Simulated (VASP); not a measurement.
Runs of VASP 6.6.1 on MoI. It takes space group F-43m (No. 216, cubic). The conventional cell has a = 6.358 Å, b = 6.358 Å, c = 6.358 Å, α = 90.00°, β = 90.00°, γ = 90.00°. Mo (site symmetry -43m) is surrounded by 4 I at 2.75 Å. I (site symmetry -43m) is surrounded by 4 Mo at 2.75 Å. The cell was built by a generator and needn't be a form met in nature.

```csv
task,spin,cell,cutoff (eV),pressure (GPa),relaxed volume (Å³/atom)
band structure,"SOC, no magnetisation",as given,520,(a),-
relaxation of cell and atoms,off,relaxed,600,0.0,26.49
relaxation of cell and atoms,"SOC, no magnetisation",relaxed,600,0.0,26.52
band structure,off,as given,520,-11.4,-
```

Alike in all rows: level LDA; potentials or basis VASP PAW LDA potentials, release 64 (Mo_sv, I); k mesh 5 × 5 × 5; smearing fermi-dirac 0.05 eV.

Q: Fill in the values left out.

A: (a) -11.3.

Caveats: the volume moved by over 15 % at a fixed basis, so the end points are rough (some runs); an odd number of electrons without spin polarisation forces a metal (some runs); a magnetic or distorted state may lie lower (some runs).
